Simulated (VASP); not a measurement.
Computed with PBE GGA, VASP's PBE PAW potentials (set 64) (plane waves; VASP).

VASP ran on this input.

### KPOINTS
```
Automatic mesh
0
G
4 4 4
0 0 0
```

**POSCAR**
```
LiCl
1
    0.0000000000     2.5700000000     2.5700000000
    2.5700000000     0.0000000000     2.5700000000
    2.5700000000     2.5700000000     0.0000000000
Li Cl
1 1
Direct
  0.0000000000   0.0000000000   0.0000000000
  0.5000000000   0.5000000000   0.5000000000
```

INCAR:
```
ALGO=Exact
EDIFF=1E-8
ENCUT=500
GGA=PE
ISMEAR=0
LASPH=.TRUE.
LCHARG=.FALSE.
LOPTICS=.TRUE.
LREAL=.FALSE.
LWAVE=.TRUE.
NBANDS=878
NELM=1
PREC=Normal
SIGMA=0.01
SYSTEM=LiCl
```

POTCAR, in this order: Li_sv_GW Cl_GW (PBE.64 set). Program: vasp_std. Read from the step before: WAVECAR.

Output of the run:

### OUTCAR
```
 ion  position               nearest neighbor table
   1  0.000  0.000  0.000-
   2  0.500  0.500  0.500-
  LATTYP: Found a face centered cubic cell.
 ALAT       =     5.1400000000
 Subroutine PRICEL returns:
 Original cell was already a primitive cell.
 Subroutine GETGRP returns: Found 48 space group operations
The static configuration has the point symmetry O_h .
The dynamic configuration has the point symmetry O_h .
 Subroutine INISYM returns: Found 48 space group operations
 Subroutine IBZKPT returns following result:
 Found      8 irreducible k-points:

 Following reciprocal coordinates:
            Coordinates               Weight
  0.000000  0.000000  0.000000      1.000000
  0.250000  0.000000  0.000000      8.000000
  0.500000  0.000000  0.000000      4.000000
  0.250000  0.250000  0.000000      6.000000
  0.500000  0.250000  0.000000     24.000000
 -0.250000  0.250000  0.000000     12.000000
  0.500000  0.500000  0.000000      3.000000
 -0.250000  0.500000  0.250000      6.000000
   k-points           NKPTS =      8   k-points in BZ     NKDIM =      8   number of bands    NBANDS=    878
   number of dos      NEDOS =    301   number of ions     NIONS =      2
   total plane-waves  NPLWV =   8000
   dimension x,y,z NGX =    20 NGY =   20 NGZ =   20
   dimension x,y,z NGXF=    40 NGYF=   40 NGZF=   40
   ions per type =               1   1
   PREC   = normal    normal or accurate (medium, high low for compatibility)
   ISTART =      1    job   : 0-new  1-cont  2-samecut
   ICHARG =      0    charge: 1-file 2-atom 10-const
   ISPIN  =      1    spin polarized calculation?
   LNONCOLLINEAR =      F non collinear calculations
   LSORBIT =      F    spin-orbit coupling
   INIWAV =      1    electr: 0-lowe 1-rand  2-diag
   ENCUT  =  500.0 eV  36.75 Ry    6.06 a.u.   6.63  6.63  6.63*2*pi/ulx,y,z
   NELM   =      1;   NELMIN=  2; NELMDL=  0     # of ELM steps
   EDIFF  = 0.1E-07   stopping-criterion for ELM
...
```

File OSZICAR:
```
       N       E                     dE             d eps       ncg     rms          rms(c)
DIA:   1    -0.915608086811E+01   -0.91561E+01    0.00000E+00     0   0.000E+00
   1 F= -.91560809E+01 E0= -.91560809E+01  d E =0.000000E+00
 imaginary and real dielectric function
```

### OUTCAR
```


 plasma frequency squared (from intraband transitions) (eV^2)
  --------------------------------------------------------------------------------------
       0.000       0.000       0.000
       0.000       0.000       0.000
       0.000       0.000       0.000

 plasma frequency squared (from interband transitions, int dw w eps(2)(w)) (eV^2)
  --------------------------------------------------------------------------------------
     394.016       0.000      -0.000       0.000      -0.000      -0.000
      -0.000      -0.000     394.016       0.000       0.000       0.000
      -0.000       0.000       0.000      -0.000     394.016       0.000
```
(Selected blocks of OUTCAR.)

### OUTCAR
```
 val. band max:        0.0611798379   @ k =   0.0000   0.0000   0.0000

 cond. band min:       6.3495120364   @ k =   0.0000   0.0000   0.0000



 k-point     1 :       0.0000    0.0000    0.0000
  band No.  band energies     occupation
      1     -43.4619      2.00000
      2     -13.3162      2.00000
      3       0.0612      2.00000
      4       0.0612      2.00000
      5       0.0612      2.00000
      6       6.3495      0.00000
      7      11.8474      0.00000
      8      11.8474      0.00000
      9      11.8474      0.00000
     10      14.3798      0.00000
     11      14.3798      0.00000
     12      14.5491      0.00000
     13      14.5491      0.00000
     14      14.5492      0.00000
     15      16.5607      0.00000
     16      26.8148      0.00000
     17      29.8056      0.00000
     18      29.8056      0.00000
     19      29.8057      0.00000
     20      32.7945      0.00000
     21      32.7945      0.00000
     22      32.7946      0.00000
     23      34.0982      0.00000
     24      34.0982      0.00000
     25      39.8768      0.00000
     26      39.8769      0.00000
     27      39.8769      0.00000
     28      43.6237      0.00000
     29      43.6238      0.00000
     30      43.6238      0.00000
     31      44.8833      0.00000
     32      44.8833      0.00000
     33      45.4410      0.00000
     34      49.0815      0.00000
     35      49.0815      0.00000
     36      49.0815      0.00000
     37      54.8940      0.00000
     38      54.8940      0.00000
     39      54.8940      0.00000
     40      55.8467      0.00000
     41      57.0340      0.00000
     42      57.0342      0.00000
     43      57.0342      0.00000
     44      58.0276      0.00000
     45      58.0277      0.00000
     46      58.0277      0.00000
     47      60.2134      0.00000
     48      60.2134      0.00000
     49      60.2134      0.00000
     50      61.4749      0.00000
     51      61.4749      0.00000
     52      61.6707      0.00000
...
```

The density is held fixed in this step, so its total energy and stress have no physical meaning.

The compound is LiCl in the rock salt structure. The cell was not relaxed at this level. The k-mesh is coarse (spacing up to 0.53 per Å, 2π included), so the numbers may not be converged in it.
